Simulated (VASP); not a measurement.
# Ca3Lu (Pm-3m) in VASP: equation of state

Aim: energy against volume of Ca3Lu in PBE, for its equilibrium volume and stiffness.

Everything below comes from runs of VASP 6.6.1. Logs are shortened: lines on timing, memory, paths and dates and some standing lists are left out, and cuts for length are marked.

## 1. The crystal as given

It takes space group Pm-3m (No. 221, cubic). The conventional cell has a = 5.362 Å, b = 5.362 Å, c = 5.362 Å, α = 90.00°, β = 90.00°, γ = 90.00°. Lu (site symmetry m-3m) has 12 Ca at 3.79 Å as nearest neighbours. Around Ca (site symmetry 4/mmm) lie 4 Lu at 3.79 Å and 8 Ca at 3.79 Å.

The cell comes from a database or a generator and needn't be the stable form of this composition.

## 2. Equation of state, PBE, 36.22 Å³/atom (volume scaled by 0.94)

File INCAR:

```
PREC = Accurate ; ENCUT = 520
EDIFF = 1E-7 ; ISMEAR = -1
SIGMA = 0.05 ; LREAL = False
LASPH = True ; NELM = 80
ALGO = Normal ; ISIF = 2
LWAVE = False ; LCHARG = False
GGA = PE ; NBANDS = 36
```

File KPOINTS:

```
regular mesh
0
Gamma
  5 5 5
```

File POSCAR:

```
Ca3Lu
1.0
    5.2523203081      0.0000000000      0.0000000000
    0.0000000000      5.2523203081      0.0000000000
    0.0000000000      0.0000000000      5.2523203081
Lu Ca
1 3
Direct
    0.5000000000      0.5000000000      0.5000000000
    0.0000000000      0.0000000000      0.5000000000
    0.0000000000      0.5000000000      0.0000000000
    0.5000000000      0.0000000000      0.0000000000
```

Potentials or basis: VASP PAW PBE potentials, release 64 (Lu, Ca_sv).

On the command line:

```
$ cat potpaw_PBE.64/Lu/POTCAR potpaw_PBE.64/Ca_sv/POTCAR > POTCAR
$ mpirun -np 1 vasp_std > vasp.out
```

OUTCAR:

```text
PREC = Accurate
   ENCUT = 520
   EDIFF = 1E-7
   ISMEAR = -1
   LREAL = False
   LASPH = True
   NELM = 80
   ISIF = 2
   GGA = PE

 Found     10 irreducible k-points:

 Following reciprocal coordinates:
            Coordinates               Weight
  0.000000  0.000000  0.000000      1.000000
  0.200000  0.000000  0.000000      6.000000
  0.400000  0.000000  0.000000      6.000000
  0.200000  0.200000  0.000000     12.000000
  0.400000  0.200000  0.000000     24.000000
  0.400000  0.400000  0.000000     12.000000
   k-points           NKPTS =     10   k-points in BZ     NKDIM =     10   number of bands    NBANDS=     36
   number of dos      NEDOS =    301   number of ions     NIONS =      4
   total plane-waves  NPLWV =  64000
   dimension x,y,z NGX =    40 NGY =   40 NGZ =   40
   dimension x,y,z NGXF=    80 NGYF=   80 NGZF=   80
   ions per type =               1   3
   NGX,Y,Z   is equivalent  to a cutoff of  12.66, 12.66, 12.66 a.u.
   NGXF,Y,Z  is equivalent  to a cutoff of  25.32, 25.32, 25.32 a.u.
 SYSTEM =  unknown system
   PREC   = accura    normal or accurate (medium, high low for compatibility)
   ISTART =      0    job   : 0-new  1-cont  2-samecut
   ICHARG =      2    charge: 1-file 2-atom 10-const
   ISPIN  =      1    spin polarized calculation?
   LNONCOLLINEAR =      F non collinear calculations
   LSORBIT =      F    spin-orbit coupling
   LASPH  =      T    aspherical Exc in radial PAW
   ENCUT  =  520.0 eV  38.22 Ry    6.18 a.u.   9.77  9.77  9.77*2*pi/ulx,y,z
   NELM   =     80;   NELMIN=  2; NELMDL= -5     # of ELM steps
   EDIFF  = 0.1E-06   stopping-criterion for ELM
   LREAL  =      F    real-space projection
   EDIFFG = 0.1E-05   stopping-criterion for IOM
   NSW    =      0    number of steps for IOM
   IBRION =     -1    ionic relax: 0-MD 1-quasi-New 2-CG
   NFREE  =      0    steps in history (QN), initial steepest desc. (CG)
   ISIF   =      2    stress and relaxation
   ISYM   =      2    0-nonsym 1-usesym 2-fastsym
   POTIM  = 0.5000    time-step for ionic-motion
   TEBEG  =    0.0;   TEEND  =   0.0 temperature during run
   PSTRESS=    0.0 pullay stress
   NELECT =      55.0000    total number of electrons
   NUPDOWN=      -1.0000    fix difference up-down
   EMIN   =  10.00;   EMAX   =-10.00  energy-range for DOS
   EFERMI =   0.00;   METHOD = LEGACY
   ISMEAR =    -1;   SIGMA  =   0.05  broadening in eV -4-tet -1-fermi 0-gaus
   EFERMI_NEDOS =   21; number of points for ismear=-14 and -15
   IALGO  =     38    algorithm
   IMIX   =      4    mixing-type and parameters
     AMIX     =   0.40;   BMIX     =  1.00
     AMIX_MAG =   1.60;   BMIX_MAG =  1.00
  volume/ion in A,a.u.               =      36.22       244.45
  Fermi-wavevector in a.u.,A,eV,Ry     =   1.185344  2.239976 19.116746  1.405041
  Thomas-Fermi vector in A             =   2.321540
   LORBIT       =      0    0 simple, 1 ext, 2 COOP (PROOUT), +10 PAW based schemes
   GGA     = PE    functional components
   LHFCALC =     F    Hartree Fock is set to
   AEXX    =    0.0000 exact exchange contribution
   IVDW    =     0    specifies the selected vdW correction
   LEPSILON=     F    determine dielectric tensor
   LRPA    =     F    only Hartree local field effects (RPA)
 non-spin polarized calculation
  energy-cutoff  :      520.00
  volume of cell :      144.90
 maximum number of plane-waves:      3906
 NGX is ok and might be reduce to    40
   NGX = 19   NGY = 19   NGZ = 19

 number of electron      54.9999979 magnetization

 Free energy of the ion-electron system (eV)
  ---------------------------------------------------
  ext. energy  EPLUGINS =         0.00000000
  ---------------------------------------------------
  free energy    TOTEN  =        -9.67581531 eV

  energy without entropy =       -9.62177220  energy(sigma->0) =       -9.64879375

 E-fermi :   2.3402     XC(G=0):  -8.5939

 val. band max:        2.2985632450   @ k =   0.4000   0.0000   0.0000
 cond. band min:       2.3745774258   @ k =   0.4000   0.2000   0.2000
 fundamental gap:      0.0760141808
 Fermi energy:         2.3401839458

 k-point     1 :       0.0000    0.0000    0.0000
  band No.  band energies     occupation
      1     -54.9660      2.00000
      2     -39.1959      2.00000
      3     -39.1683      2.00000
      4     -39.1683      2.00000
      5     -25.5788      2.00000
      6     -25.5788      2.00000
[... 28 lines left out ...]
     35       4.7507      0.00000
     36       4.7507      0.00000

 k-point     2 :       0.2000    0.0000    0.0000
  band No.  band energies     occupation
      1     -54.9660      2.00000
      2     -39.1935      2.00000
      3     -39.1706      2.00000
      4     -39.1682      2.00000
      5     -25.5791      2.00000
      6     -25.5786      2.00000
[... 28 lines left out ...]
     35       4.8718      0.00000
     36       4.8718      0.00000

 k-point     3 :       0.4000    0.0000    0.0000
  band No.  band energies     occupation
      1     -54.9660      2.00000
      2     -39.1882      2.00000
      3     -39.1759      2.00000
      4     -39.1682      2.00000
      5     -25.5796      2.00000
      6     -25.5784      2.00000
[... 28 lines left out ...]
     35       4.9427      0.00000
     36       5.2211      0.00000

 k-point     4 :       0.2000    0.2000    0.0000
  band No.  band energies     occupation
      1     -54.9660      2.00000
      2     -39.1914      2.00000
      3     -39.1714      2.00000
      4     -39.1695      2.00000
      5     -25.5792      2.00000
      6     -25.5788      2.00000
[... 28 lines left out ...]
     35       4.8662      0.00000
     36       4.9847      0.00000

 k-point     5 :       0.4000    0.2000    0.0000
  band No.  band energies     occupation
      1     -54.9660      2.00000
      2     -39.1864      2.00000
      3     -39.1760      2.00000
      4     -39.1699      2.00000
      5     -25.5797      2.00000
      6     -25.5789      2.00000
[... 28 lines left out ...]
     35       4.6874      0.00000
     36       5.2412      0.00000

 k-point     6 :       0.4000    0.4000    0.0000
  band No.  band energies     occupation
      1     -54.9660      2.00000
      2     -39.1819      2.00000
      3     -39.1765      2.00000
      4     -39.1738      2.00000
      5     -25.5799      2.00000
      6     -25.5798      2.00000
[... 28 lines left out ...]
     35       4.2905      0.00000
     36       4.8423      0.00000

 [... further k-points ...]

------------------------ aborting loop because EDIFF is reached ----------------------------------------

  FORCE on cell =-STRESS in cart. coord.  units (eV):
  Direction    XX          YY          ZZ          XY          YZ          ZX
  --------------------------------------------------------------------------------------
  -------------------------------------------------------------------------------------
  Total        1.3810491      1.3810491      1.3810491      0.0000000      0.0000000     -0.0000000
  in kB       15.2709517     15.2709517     15.2709517      0.0000000      0.0000000     -0.0000000
  external PRESSURE =      15.2709517 kB  Pullay stress =       0.0000000 kB

 VOLUME and BASIS-vectors are now :
 -----------------------------------------------------------------------------
  energy-cutoff  :      520.00
  volume of cell :      144.90
      direct lattice vectors                 reciprocal lattice vectors
     5.252320308  0.000000000  0.000000000     0.190392044  0.000000000  0.000000000
     0.000000000  5.252320308  0.000000000     0.000000000  0.190392044  0.000000000
     0.000000000  0.000000000  5.252320308     0.000000000  0.000000000  0.190392044

 POSITION                                       TOTAL-FORCE (eV/Angst)
 -----------------------------------------------------------------------------------
      2.62616      2.62616      2.62616         0.000000      0.000000      0.000000
      0.00000      0.00000      2.62616         0.000000      0.000000      0.000000
      0.00000      2.62616      0.00000         0.000000      0.000000      0.000000
      2.62616      0.00000      0.00000         0.000000      0.000000      0.000000
 -----------------------------------------------------------------------------------
    total drift:                               -0.000000      0.000000     -0.000000

  FREE ENERGIE OF THE ION-ELECTRON SYSTEM (eV)
  ---------------------------------------------------
  free  energy   TOTEN  =        -9.6758153072 eV

  energy  without entropy=       -9.6217721985  energy(sigma->0) =       -9.64879375
```

It took 43 s on 1 thread of Intel Xeon Platinum 8488C (Sapphire Rapids), shared host; peak memory 0.26 GiB.

Results:

| Item | Value |
| --- | --- |
| Free energy | -9.6758 eV |
| Pressure | 1.5 GPa |
| Band gap on the k mesh | none (metal or under the smearing width) |

## 3. Equation of state, PBE, 36.99 Å³/atom (volume scaled by 0.96)

File INCAR:

```
SYSTEM = Ca3Lu
  PREC = Accurate
  ENCUT = 520
  EDIFF = 1E-7
  ISMEAR = -1
  SIGMA = 0.05
  LREAL = .FALSE.
  LASPH = .TRUE.
  NELM = 80
  ALGO = Normal
  ISIF = 2
  LWAVE = .FALSE.
  LCHARG = .FALSE.
  GGA = PE
  NBANDS = 36
```

File KPOINTS:

```
Automatic mesh
0
G
  5 5 5
  0 0 0
```

File POSCAR:

```
Ca3Lu
1.0
    5.2893096979      0.0000000000      0.0000000000
    0.0000000000      5.2893096979      0.0000000000
    0.0000000000      0.0000000000      5.2893096979
Lu Ca
1 3
Direct
    0.5000000000      0.5000000000      0.5000000000
    0.0000000000      0.0000000000      0.5000000000
    0.0000000000      0.5000000000      0.0000000000
    0.5000000000      0.0000000000      0.0000000000
```

Potentials or basis: VASP PAW PBE potentials, release 64 (Lu, Ca_sv).

On the command line:

```
$ cat potpaw_PBE.64/Lu/POTCAR potpaw_PBE.64/Ca_sv/POTCAR > POTCAR
$ mpirun -np 1 vasp_std > vasp.out
```

It took 45 s on 1 thread of Intel Xeon Platinum 8488C (Sapphire Rapids), shared host; peak memory 0.27 GiB.

It converged, with:

* Free energy: -9.7005 eV
* Pressure: 1.0 GPa
* Band gap on the k mesh: none (metal or under the smearing width)

## 4. Equation of state, PBE, 37.77 Å³/atom (volume scaled by 0.98)

File INCAR:

```
PREC     = Accurate       # precision mode
ENCUT    = 520            # plane-wave cutoff, eV
EDIFF    = 1E-7           # SCF threshold, eV
ISMEAR   = -1             # smearing method
SIGMA    = 0.05           # smearing width, eV
LREAL    = F              # projectors in reciprocal space
LASPH    = T              # aspherical terms in the spheres
NELM     = 60             # most SCF steps
ALGO     = Normal         # electronic algorithm
ISIF     = 2              # what is computed and relaxed
LWAVE    = F              # write WAVECAR
LCHARG   = F              # write CHGCAR
GGA      = PE             # functional
NBANDS   = 36             # bands
```

File KPOINTS:

```
regular mesh
0
Gamma
  5 5 5
```

File POSCAR:

```
Ca3Lu
1.0
    5.3257888486      0.0000000000      0.0000000000
    0.0000000000      5.3257888486      0.0000000000
    0.0000000000      0.0000000000      5.3257888486
Lu Ca
1 3
Direct
    0.5000000000      0.5000000000      0.5000000000
    0.0000000000      0.0000000000      0.5000000000
    0.0000000000      0.5000000000      0.0000000000
    0.5000000000      0.0000000000      0.0000000000
```

On the command line:

```
$ cat potpaw_PBE.64/Lu/POTCAR potpaw_PBE.64/Ca_sv/POTCAR > POTCAR
$ mpirun -np 1 vasp_std > vasp.out
```

Wall time 47 s (1 thread of Intel Xeon Platinum 8488C (Sapphire Rapids), shared host); peak memory 0.26 GiB.

It converged, with:

```
Free energy            : -9.7152 eV
Pressure               : 0.5 GPa
Band gap on the k mesh : none (metal or under the smearing width)
```

## 5. Equation of state, PBE, 39.31 Å³/atom (volume scaled by 1.02)

File INCAR:

```
SYSTEM = Ca3Lu
PREC = Accurate
ENCUT = 520
EDIFF = 1E-7
ISMEAR = -1
SIGMA = 0.05
LREAL = .False.
LASPH = .True.
NELM = 60
ALGO = Normal
ISIF = 2
LWAVE = .False.
LCHARG = .False.
GGA = PE
NBANDS = 36
```

File KPOINTS:

```
Automatic mesh
0
Gamma
  5 5 5
  0 0 0
```

File POSCAR:

```
Ca3Lu
1.0
    5.3972844786      0.0000000000      0.0000000000
    0.0000000000      5.3972844786      0.0000000000
    0.0000000000      0.0000000000      5.3972844786
Lu Ca
1 3
Direct
    0.5000000000      0.5000000000      0.5000000000
    0.0000000000      0.0000000000      0.5000000000
    0.0000000000      0.5000000000      0.0000000000
    0.5000000000      0.0000000000      0.0000000000
```

On the command line:

```
$ cat potpaw_PBE.64/Lu/POTCAR potpaw_PBE.64/Ca_sv/POTCAR > POTCAR
$ mpirun -np 1 vasp_std > vasp.out
```

Wall time 44 s (1 thread of Intel Xeon Platinum 8488C (Sapphire Rapids), shared host); peak memory 0.27 GiB.

The run converged. Its results:

```yaml
Free_energy: -9.7169 eV
Pressure: -0.4 GPa
Band_gap_on_the_k_mesh: none (metal or under the smearing width)
```

## 6. Equation of state, PBE, 40.08 Å³/atom (volume scaled by 1.04)

File INCAR:

```
PREC = Accurate
ENCUT = 520
EDIFF = 1E-7
ISMEAR = -1
SIGMA = 0.05
LREAL = F
LASPH = T
NELM = 80
ALGO = Normal
ISIF = 2
LWAVE = F
LCHARG = F
GGA = PE
NBANDS = 36
```

File KPOINTS:

```
regular mesh
0
Gamma
  5 5 5
```

File POSCAR:

```
Ca3Lu
1.0
    5.4323327624      0.0000000000      0.0000000000
    0.0000000000      5.4323327624      0.0000000000
    0.0000000000      0.0000000000      5.4323327624
Lu Ca
1 3
Direct
    0.5000000000      0.5000000000      0.5000000000
    0.0000000000      0.0000000000      0.5000000000
    0.0000000000      0.5000000000      0.0000000000
    0.5000000000      0.0000000000      0.0000000000
```

Potentials or basis: VASP PAW PBE potentials, release 64 (Lu, Ca_sv).

On the command line:

```
$ cat potpaw_PBE.64/Lu/POTCAR potpaw_PBE.64/Ca_sv/POTCAR > POTCAR
$ mpirun -np 1 vasp_std > vasp.out
```

It took 46 s on 1 thread of Intel Xeon Platinum 8488C (Sapphire Rapids), shared host; peak memory 0.27 GiB.

Results (log left out):

| Item | Value |
| --- | --- |
| Free energy | -9.7056 eV |
| Pressure | -0.8 GPa |
| Band gap on the k mesh | none (metal or under the smearing width) |

## 7. Equation of state, PBE, 40.85 Å³/atom (volume scaled by 1.06)

File INCAR:

```
SYSTEM = Ca3Lu
  PREC = Accurate
  ENCUT = 520
  EDIFF = 1E-7
  ISMEAR = -1
  SIGMA = 0.05
  LREAL = .FALSE.
  LASPH = .TRUE.
  NELM = 80
  ALGO = Normal
  ISIF = 2
  LWAVE = .FALSE.
  LCHARG = .FALSE.
  GGA = PE
  NBANDS = 36
```

File KPOINTS:

```
regular mesh
0
G
  5 5 5
  0 0 0
```

File POSCAR:

```
Ca3Lu
1.0
    5.4669345409      0.0000000000      0.0000000000
    0.0000000000      5.4669345409      0.0000000000
    0.0000000000      0.0000000000      5.4669345409
Lu Ca
1 3
Direct
    0.5000000000      0.5000000000      0.5000000000
    0.0000000000      0.0000000000      0.5000000000
    0.0000000000      0.5000000000      0.0000000000
    0.5000000000      0.0000000000      0.0000000000
```

On the command line:

```
$ cat potpaw_PBE.64/Lu/POTCAR potpaw_PBE.64/Ca_sv/POTCAR > POTCAR
$ mpirun -np 1 vasp_std > vasp.out
```

Run time: 54 s. Hardware: 1 thread of Intel Xeon Platinum 8488C (Sapphire Rapids), shared host; peak memory 0.28 GiB.

It converged, with:

| Quantity | Value |
| --- | --- |
| Free energy | -9.6867 eV |
| Pressure | -1.2 GPa |
| Band gap on the k mesh | none (metal or under the smearing width) |

## 8. Equation of state, PBE

This step only gathers the single runs of the series.

Results:

```
Equilibrium volume                      : 38.61 Å³/atom
Bulk modulus                            : 22 GPa
Pressure derivative of the bulk modulus : 2.9
```

Energy against volume, from the lowest point:
```csv
volume (Å³/atom),energy (meV/atom)
36.224,11.14
36.994,4.96
37.765,1.31
38.536,0.00
39.307,0.86
40.077,3.70
40.848,8.41
```
